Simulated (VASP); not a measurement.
Data:

```
NiW2B2
1.0
   -1.57135     2.23844     3.47838
    1.57135    -2.23844     3.47838
    1.57135     2.23844    -3.47838
Ni B W
1 2 2
Direct
  0.00000   0.00000   0.00000
  0.70381   0.50000   0.20381
  0.29619   0.50000   0.79619
  0.70059   0.20059   0.50000
  0.29941   0.79941   0.50000
```

The numbers are results of LDA (Ceperley-Alder, Perdew-Zunger), VASP's LDA PAW potentials (set 64) (plane waves; VASP), not measurements. Numerical set-up: 400 eV cut-off, 8×8×8 Γ-centred mesh, Fermi-Dirac smearing of 0.10 eV, potentials Ni B W_sv.

**Question.** Give the energies of bands 12 to 25 at the high-symmetry points, in eV from the Fermi level.

**Answer.** 
| band | Γ | X | F2 | Y0 | R | W | S | T |
|---|---|---|---|---|---|---|---|---|
| 12 | -6.20 | -5.42 | -6.07 | -5.05 | -5.80 | -6.95 | -5.43 | -6.42 |
| 13 | -5.24 | -5.37 | -5.97 | -4.98 | -5.48 | -4.52 | -4.50 | -5.26 |
| 14 | -5.08 | -5.11 | -4.87 | -4.52 | -5.25 | -4.48 | -4.23 | -4.70 |
| 15 | -4.96 | -4.18 | -4.64 | -4.47 | -4.32 | -4.24 | -4.01 | -4.37 |
| 16 | -3.78 | -3.51 | -4.20 | -3.64 | -3.81 | -3.90 | -3.85 | -3.90 |
| 17 | -3.45 | -3.19 | -4.12 | -3.06 | -3.76 | -3.55 | -3.50 | -3.73 |
| 18 | -3.15 | -2.96 | -3.56 | -2.52 | -3.45 | -3.47 | -2.95 | -3.56 |
| 19 | -2.94 | -2.30 | -2.32 | -2.51 | -2.62 | -2.35 | -2.77 | -2.37 |
| 20 | -1.77 | -1.52 | -1.97 | -1.84 | -2.01 | -1.59 | -2.32 | -1.90 |
| 21 | -1.38 | -1.19 | -1.72 | -1.24 | -1.99 | -1.52 | -1.03 | -1.66 |
| 22 | -0.45 | -0.87 | -0.70 | -1.24 | -1.10 | -0.06 | -0.04 | -0.10 |
| 23 | 1.97 | 0.05 | 1.49 | 0.40 | 2.15 | 0.41 | 0.35 | 1.63 |
| 24 | 2.48 | 0.52 | 1.82 | 0.57 | 2.25 | 0.63 | 1.53 | 1.65 |
| 25 | 3.18 | 1.54 | 2.26 | 1.39 | 3.05 | 2.22 | 1.55 | 2.05 |

It has no gap at this level: it comes out as a metal or semimetal.

The structure comes from a computed database's NiW2B2 entry; how it stands against other phases isn't given here. The cell was not relaxed at this level. The k-mesh is coarse (spacing up to 0.31 per Å, 2π included), so the numbers may not be converged in it. The run is not spin-polarised, so no magnetic state was tried.
